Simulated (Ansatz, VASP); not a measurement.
## One calculation of CdNiSe3, two programs

INCAR

```
PREC = Accurate
ENCUT = 600
EDIFF = 1E-6
ISMEAR = -1
SIGMA = 0.05
LREAL = F
LASPH = T
NELM = 120
ALGO = Normal
ISIF = 3
LWAVE = F
LCHARG = F
ISPIN = 2
MAGMOM = 0 1 0 0 0
LORBIT = 11
LMAXMIX = 4
GGA = RE
IBRION = 2
NSW = 60
EDIFFG = -0.01
```

KPOINTS

```
Automatic mesh
0
Gamma
  5 5 5
```

POSCAR

```
CdNiSe3
1.0
    4.7673800000      0.0000000000      0.0000000000
    0.0000000000      4.7673800000      0.0000000000
    0.0000000000      0.0000000000      4.7673800000
Cd Ni Se
1 1 3
Direct
    0.5000000000      0.5000000000      0.5000000000
    0.0000000000      0.0000000000      0.0000000000
    0.5000000000      0.0000000000      0.0000000000
    0.0000000000      0.5000000000      0.0000000000
    0.0000000000      0.0000000000      0.5000000000
```

File input.yaml:

```yaml
crystal:
  lattice:
    - [4.76738, 0.0, 0.0]
    - [0.0, 4.76738, 0.0]
    - [0.0, 0.0, 4.76738]
  atoms:
    - { symbol: Cd, position: [0.5, 0.5, 0.5] }
    - { symbol: Ni, position: [0.0, 0.0, 0.0], spin: 1.0 }
    - { symbol: Se, position: [0.5, 0.0, 0.0] }
    - { symbol: Se, position: [0.0, 0.5, 0.0] }
    - { symbol: Se, position: [0.0, 0.0, 0.5] }
hamiltonian:
  xc: revpbe
  pseudopotentials: { kind: paw }
magnetization:
  spin_polarized: true
kpoints:
  mp_grid: { grid: [5, 5, 5] }
scf:
  occupations: { method: fermi_dirac, width: 0.05 }
output:
  forces: true
  stress: true
  eigenvalues: true
  write_density: true
  write_potential: true
  elf: true
  volumetric_format: npy
relax:
  f_tol: 0.01
  max_steps: 40
  cell: { stress_tol: 0.05 }
```

The cell was built by a generator and needn't be a form met in nature.

Alike in both runs: task relaxation of cell and atoms; functional revPBE; k mesh 5 × 5 × 5; occupations fermi-dirac, width 0.05 eV; collinear spin, ferromagnetic start.

|  | VASP | Ansatz |
| --- | --- | --- |
| version | VASP 6.6.1 | Ansatz 0.2.0 |
| potentials or method | VASP PAW PBE potentials, release 64 (Cd, Ni, Se) | Ansatz PAW |
| plane-wave cutoff (eV) | 600 | 420 |
| valence electrons in the cell | 40 | 86 |

```csv
,VASP,Ansatz,Ansatz less VASP
"gap on the k mesh at the Fermi level, each at its own relaxed structure (eV)",none,none,-
net moment per atom (μB),0.00,0.00,0.000
relaxed volume (Å³/atom),22.27,22.23,-0.039
relaxed cell length with the largest relative difference (Å),4.811,4.808,-0.0028
energy change over the relaxation (meV/atom),-3,-3,+0.3
```

A gap of «none» marks a metal or a gap that the smearing closes. The two sets of potentials don't hold the same shells in valence.

Caveats: the PAW data sets were made with another functional, which shifts forces and pressure a little (VASP); the plane-wave basis is chosen anew once the cell has moved, so the energies of steps on either side of that aren't comparable (Ansatz); the PAW data sets come from PBE, with cores solved anew for the run's functional, which leaves a small shift of forces and pressure (Ansatz); the starting moments weren't kept (Ansatz). With open d or f shells a metallic result of revPBE can be an artefact of self-interaction; +U or a hybrid may open a gap.
